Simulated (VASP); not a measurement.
All values below come from PW91 GGA, VASP's PBE PAW potentials (set 64) (plane waves; VASP 6.6.1).

Input for VASP

### POSCAR
```
Mo
1
   -1.5750000000     1.5750000000     1.5750000000
    1.5750000000    -1.5750000000     1.5750000000
    1.5750000000     1.5750000000    -1.5750000000
Mo
1
Direct
  0.0000000000   0.0000000000   0.0000000000
```

INCAR:
```
NELM=100   # most electronic steps
ALGO=Normal
LASPH=.TRUE.
ISMEAR=1
NSW=60
PREC=Accurate
ISIF=3   # ions, shape and volume
GGA=91   # PW91
EDIFFG=-0.01
LCHARG=.FALSE.
ENCUT=520   # plane-wave cut-off (eV)
SIGMA=0.1   # width (eV)
IBRION=2   # conjugate gradients
LWAVE=.FALSE.
EDIFF=1E-6
LREAL=.FALSE.   # projection in real space or not
SYSTEM=Mo
LMAXMIX=4   # l cut-off of mixed one-centre charges
```

**KPOINTS**
```
kpoints
0
Gamma
  15 15 15
0 0 0
```

POTCAR, in this order: Mo_sv (PBE.64 set). Program: vasp_std.

The resulting files:

### OSZICAR
```
       N       E                     dE             d eps       ncg     rms          rms(c)
DAV:   1     0.898170787584E+02    0.89817E+02   -0.83942E+03  2672   0.131E+03
DAV:   2    -0.102859747727E+02   -0.10010E+03   -0.96961E+02  2889   0.341E+02
DAV:   3    -0.115487148926E+02   -0.12627E+01   -0.12488E+01  3060   0.384E+01
DAV:   4    -0.115524613546E+02   -0.37465E-02   -0.37454E-02  2885   0.237E+00
DAV:   5    -0.115524806680E+02   -0.19313E-04   -0.19315E-04  3099   0.168E-01    0.148E+01
DAV:   6    -0.109687007632E+02    0.58378E+00   -0.10461E+00  2829   0.124E+01    0.399E+00
DAV:   7    -0.108872445437E+02    0.81456E-01   -0.21253E-01  3069   0.520E+00    0.947E-01
DAV:   8    -0.108830364420E+02    0.42081E-02   -0.40238E-03  2799   0.884E-01    0.206E-01
DAV:   9    -0.108830992065E+02   -0.62765E-04   -0.10219E-04  3068   0.139E-01    0.779E-02
DAV:  10    -0.108831085092E+02   -0.93026E-05   -0.11233E-05  2853   0.440E-02    0.225E-03
DAV:  11    -0.108831086205E+02   -0.11138E-06   -0.59442E-08  1755   0.330E-03
   1 F= -.10883109E+02 E0= -.10882820E+02  d E =-.108831E+02
       N       E                     dE             d eps       ncg     rms          rms(c)
DAV:   1    -0.115752457411E+02   -0.69214E+00   -0.17446E+01  2712   0.599E+01    0.703E+00
DAV:   2    -0.108891993224E+02    0.68605E+00   -0.16090E+00  2685   0.154E+01    0.162E+00
DAV:   3    -0.108561385352E+02    0.33061E-01   -0.15948E-01  2861   0.492E+00    0.772E-01
DAV:   4    -0.108600188327E+02   -0.38803E-02   -0.18358E-03  2745   0.519E-01    0.308E-01
DAV:   5    -0.108607968017E+02   -0.77797E-03   -0.47055E-04  2863   0.227E-01    0.121E-02
DAV:   6    -0.108607975528E+02   -0.75115E-06   -0.35132E-06  2867   0.213E-02
   2 F= -.10860798E+02 E0= -.10860618E+02  d E =0.223111E-01
       N       E                     dE             d eps       ncg     rms          rms(c)
DAV:   1    -0.112529617744E+02   -0.39216E+00   -0.90479E+00  2724   0.424E+01    0.695E+00
DAV:   2    -0.109121644804E+02    0.34080E+00   -0.70389E-01  2700   0.108E+01    0.110E+00
DAV:   3    -0.108843128667E+02    0.27852E-01   -0.11152E-01  2849   0.416E+00    0.119E+00
DAV:   4    -0.108866146110E+02   -0.23017E-02   -0.14615E-03  2748   0.462E-01    0.168E-01
DAV:   5    -0.108866998449E+02   -0.85234E-04   -0.32297E-04  2951   0.226E-01    0.148E-02
DAV:   6    -0.108866966319E+02    0.32130E-05   -0.35450E-06  2803   0.263E-02    0.604E-03
DAV:   7    -0.108866959722E+02    0.65974E-06   -0.54729E-08  1537   0.306E-03
   3 F= -.10886696E+02 E0= -.10886450E+02  d E =-.358735E-02
```

OUTCAR:
```
------------------------ aborting loop because EDIFF is reached ----------------------------------------
  FORCE on cell =-STRESS in cart. coord.  units (eV):
  Direction    XX          YY          ZZ          XY          YZ          ZX
  --------------------------------------------------------------------------------------
  Total       -0.0053757     -0.0053757     -0.0053757     -0.0000000      0.0000000      0.0000000
  in kB       -0.5418982     -0.5418982     -0.5418982     -0.0000000      0.0000000      0.0000000
  external PRESSURE =      -0.5418982 kB  Pullay stress =       0.0000000 kB
  volume of cell :       15.89
      direct lattice vectors                 reciprocal lattice vectors
    -1.583885209  1.583885209  1.583885209     0.000000000  0.315679443  0.315679443
     1.583885209 -1.583885209  1.583885209     0.315679443  0.000000000  0.315679443
     1.583885209  1.583885209 -1.583885209     0.315679443  0.315679443  0.000000000
 POSITION                                       TOTAL-FORCE (eV/Angst)
 -----------------------------------------------------------------------------------
      0.00000      0.00000      0.00000         0.000000      0.000000      0.000000
 -----------------------------------------------------------------------------------
    total drift:                                0.000000     -0.000000      0.000000
  FREE ENERGIE OF THE ION-ELECTRON SYSTEM (eV)
  ---------------------------------------------------
  free  energy   TOTEN  =       -10.8866959722 eV

  energy  without entropy=      -10.8859587632  energy(sigma->0) =      -10.88645024

 reached required accuracy - stopping structural energy minimisation
```
(Selected blocks of OUTCAR.)

**CONTCAR**
```
Mo
   1.00000000000000
    -1.5838852094780165    1.5838852094780165    1.5838852094780165
     1.5838852094780165   -1.5838852094780165    1.5838852094780165
     1.5838852094780165    1.5838852094780165   -1.5838852094780165
  Mo
     1
Direct
     0.0000000000000000    0.0000000000000000    0.0000000000000000
```

The compound is Mo in the bcc structure. This run relaxes it. Symmetry was kept, so distortions that lower it aren't found.
